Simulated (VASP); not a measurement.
```yaml
crystal:
  lattice:
    - [0.00000, 2.88558, 2.88558]
    - [2.88558, 0.00000, 2.88558]
    - [2.88558, 2.88558, 0.00000]
  atoms:
    - { symbol: Ge, position: [0.00000, 0.00000, 0.00000] }
    - { symbol: Ge, position: [0.25000, 0.25000, 0.25000] }
```

The base run (VASP): PBE GGA, plane waves, VASP's PBE PAW potentials (set 64). Settings: 400 eV cut-off, 7×7×7 Γ-centred mesh, Gaussian smearing of 0.050 eV, potentials Ge_d.

One setting is varied; ΔE counts from the base run. The base run took about 8 core-seconds. Costs are core time on shared hosts, one run each; read them as rough ratios.

| setting | cost over the base run | electronic steps | ΔE (meV/atom) |
|---|---|---|---|
| AMIX = 0.1, BMIX = 3.0, IMIX = 4 | within a factor of 2 | 11 | 0.0 |
| base run | reference | 12 | 0.0 |
| AMIX = 0.2, BMIX = 1.0, IMIX = 4 | within a factor of 2 | 13 | 0.0 |
| AMIX = 0.1, BMIX = 1.0, IMIX = 1 | about 5 times | 63 | 0.0 |
| AMIX = 0.05, BMIX = 0.0001, IMIX = 1 | about 5 times | 70 | 0.0 |

Left out are runs that failed, have no time on record or changed the cell.

The compound is Ge in the diamond structure. The cell was not relaxed at this level.
